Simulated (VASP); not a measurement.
An input for Quantum ESPRESSO's pw.x (written as the equivalent of a VASP run, and not itself run):

```
&CONTROL
  calculation = 'scf'
  pseudo_dir = './pseudo'
  outdir = './out'
  tprnfor = .true.
  tstress = .false.
/
&SYSTEM
  ibrav = 0
  nat = 2
  ntyp = 2
  ecutwfc = 82.3
  occupations = 'smearing'
  smearing = 'gaussian'
  degauss = 0.000735
  input_dft = 'hse'
  nqx1 = 4
  nqx2 = 4
  nqx3 = 4
  screening_parameter = 0.1058
/
&ELECTRONS
  conv_thr = 7.3e-08
  electron_maxstep = 100
/
ATOMIC_SPECIES
  Ba 137.327 Ba.upf
  Te 127.600 Te.upf
CELL_PARAMETERS angstrom
     0.0000000    3.4694130    3.4694130
     3.4694130    0.0000000    3.4694130
     3.4694130    3.4694130    0.0000000
ATOMIC_POSITIONS crystal
  Ba   0.0000000  0.0000000  0.0000000
  Te   0.5000000  0.5000000  0.5000000
K_POINTS automatic
  4 4 4 0 0 0
```

Task: Write the VASP files for the same calculation (HSE06).

Result: Several could match; the one computed here: 
**KPOINTS**
```
Automatic mesh
0
G
4 4 4
0 0 0
```

**INCAR**
```
NELM = 100   # most electronic steps
AEXX = 0.25
PRECFOCK = Fast
LREAL = .False.
HFSCREEN = 0.2   # 1/Angstrom
LWAVE = .False.
PREC = Accurate
LCHARG = .False.
ISYM = 3
LMAXMIX = 4   # l cut-off of mixed one-centre charges
LHFCALC = .True.
ISMEAR = 0
SIGMA = 0.01   # width (eV)
EDIFF = 1E-6
GGA = PE   # PBE
SYSTEM = BaTe
ALGO = Normal
LASPH = .True.   # aspherical one-centre terms
ENCUT = 300
ISIF = 2   # forces and stress, cell fixed
```

POSCAR:
```
BaTe
1
    0.0000000000     3.4694130000     3.4694130000
    3.4694130000     0.0000000000     3.4694130000
    3.4694130000     3.4694130000     0.0000000000
Ba Te
1 1
Direct
  0.0000000000   0.0000000000   0.0000000000
  0.5000000000   0.5000000000   0.5000000000
```

POTCAR, in this order: Ba_sv Te (PBE.64 set). Program: vasp_std.

Limits of the translation: the potentials are each code's own (VASP's PAW set, PseudoDojo norm-conserving files in pw.x), so ENCUT and ecutwfc are chosen apart and not converted; conv_thr bounds pw.x's estimated SCF error, while EDIFF bounds the energy change between steps.

The structure comes from a computed database's BaTe entry; how it stands against other phases isn't given here. The cell was not relaxed at this level.
